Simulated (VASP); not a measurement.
The input files of a VASP run:

**KPOINTS**
```
Automatic mesh
0
Gamma
6 6 6
0 0 0
```

INCAR:
```
ALGO  =  Normal
EDIFF  =  1E-6
EDIFFG  =  -0.01
ENCUT  =  520
GGA  =  RE
IBRION  =  2
ISIF  =  3
ISMEAR  =  0
LASPH  =  .TRUE.
LCHARG  =  .FALSE.
LMAXMIX  =  4
LREAL  =  .FALSE.
LWAVE  =  .FALSE.
NELM  =  100
NSW  =  60
PREC  =  Accurate
SIGMA  =  0.05
SYSTEM  =  TlBr
```

**POSCAR**
```
TlBr
1
    3.9900000000     0.0000000000     0.0000000000
    0.0000000000     3.9900000000     0.0000000000
    0.0000000000     0.0000000000     3.9900000000
Tl Br
1 1
Direct
  0.0000000000   0.0000000000   0.0000000000
  0.5000000000   0.5000000000   0.5000000000
```

POTCAR, in this order: Tl_d Br (PBE.64 set). Program: vasp_std.

Problem. Translate this revPBE calculation to Quantum ESPRESSO's pw.x.

Solution. One equivalent input (not run):
```
&CONTROL
  calculation = 'vc-relax'
  pseudo_dir = './pseudo'
  outdir = './out'
  tprnfor = .true.
  tstress = .true.
  nstep = 60
  forc_conv_thr = 0.00039
/
&SYSTEM
  ibrav = 0
  nat = 2
  ntyp = 2
  ecutwfc = 60.3
  occupations = 'smearing'
  smearing = 'gaussian'
  degauss = 0.003675
  input_dft = 'revpbe'
/
&ELECTRONS
  conv_thr = 7.3e-08
  electron_maxstep = 100
/
&IONS
/
&CELL
/
ATOMIC_SPECIES
  Tl 204.380 Tl.upf
  Br 79.904 Br.upf
CELL_PARAMETERS angstrom
     3.9900000    0.0000000    0.0000000
     0.0000000    3.9900000    0.0000000
     0.0000000    0.0000000    3.9900000
ATOMIC_POSITIONS crystal
  Tl   0.0000000  0.0000000  0.0000000
  Br   0.5000000  0.5000000  0.5000000
K_POINTS automatic
  6 6 6 0 0 0
```
Limits of the translation: the potentials are each code's own (VASP's PAW set, PseudoDojo norm-conserving files in pw.x), so ENCUT and ecutwfc are chosen apart and not converted; conv_thr bounds pw.x's estimated SCF error, while EDIFF bounds the energy change between steps; forc_conv_thr acts on force components and is met together with etot_conv_thr.

The compound is TlBr in the CsCl type structure. This run relaxes it. Symmetry was kept, so distortions that lower it aren't found.
